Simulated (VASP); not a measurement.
The input files of a VASP run:

**KPOINTS**
```
K-points
0
G
8 8 2
```

INCAR:
```
SYSTEM = MoSe2
PREC = Accurate
ENCUT = 520
EDIFF = 1E-7
NELM = 100
ALGO = Normal
LREAL = .FALSE.
LASPH = .TRUE.
ISMEAR = 0
SIGMA = 0.05
GGA = PS
LMAXMIX = 4
LWAVE = .FALSE.
LCHARG = .FALSE.
ISIF = 4
IBRION = 2
NSW = 30
EDIFFG = -0.01
```

POSCAR:
```
MoSe2
1
    1.6033147410    -2.7770229986     0.0000000000
    1.6033147410     2.7770229986     0.0000000000
    0.0000000000     0.0000000000    12.8503743757
Mo Se
2 4
Direct
  0.3333330000   0.6666670000   0.2500000000
  0.6666670000   0.3333330000   0.7500000000
  0.3333330000   0.6666670000   0.8769451380
  0.6666670000   0.3333330000   0.3769451380
  0.6666670000   0.3333330000   0.1230548620
  0.3333330000   0.6666670000   0.6230548620
```

POTCAR, in this order: Mo_sv Se (PBE.64 set). Program: vasp_std.

Problem. Translate this PBEsol calculation to Quantum ESPRESSO's pw.x.

Solution. One equivalent input (not run):
```
&CONTROL
  calculation = 'vc-relax'
  pseudo_dir = './pseudo'
  outdir = './out'
  tprnfor = .true.
  tstress = .true.
  nstep = 30
  forc_conv_thr = 0.00039
/
&SYSTEM
  ibrav = 0
  nat = 6
  ntyp = 2
  ecutwfc = 86
  occupations = 'smearing'
  smearing = 'gaussian'
  degauss = 0.003675
  input_dft = 'pbesol'
/
&ELECTRONS
  conv_thr = 7.3e-09
  electron_maxstep = 100
/
&IONS
/
&CELL
  cell_dofree = 'shape'
/
ATOMIC_SPECIES
  Mo 95.950 Mo.upf
  Se 78.971 Se.upf
CELL_PARAMETERS angstrom
     1.6033147   -2.7770230    0.0000000
     1.6033147    2.7770230    0.0000000
     0.0000000    0.0000000   12.8503744
ATOMIC_POSITIONS crystal
  Mo   0.3333330  0.6666670  0.2500000
  Mo   0.6666670  0.3333330  0.7500000
  Se   0.3333330  0.6666670  0.8769451
  Se   0.6666670  0.3333330  0.3769451
  Se   0.6666670  0.3333330  0.1230549
  Se   0.3333330  0.6666670  0.6230549
K_POINTS automatic
  8 8 2 0 0 0
```
What does not carry over: the potentials are each code's own (VASP's PAW set, PseudoDojo norm-conserving files in pw.x), so ENCUT and ecutwfc are chosen apart and not converted; conv_thr bounds pw.x's estimated SCF error, while EDIFF bounds the energy change between steps; forc_conv_thr acts on force components and is met together with etot_conv_thr.

The compound is MoSe2 in the 2H layered structure. This cell is one point of a volume scan, at 0.94 of the reference volume. Symmetry was kept, so distortions that lower it aren't found.
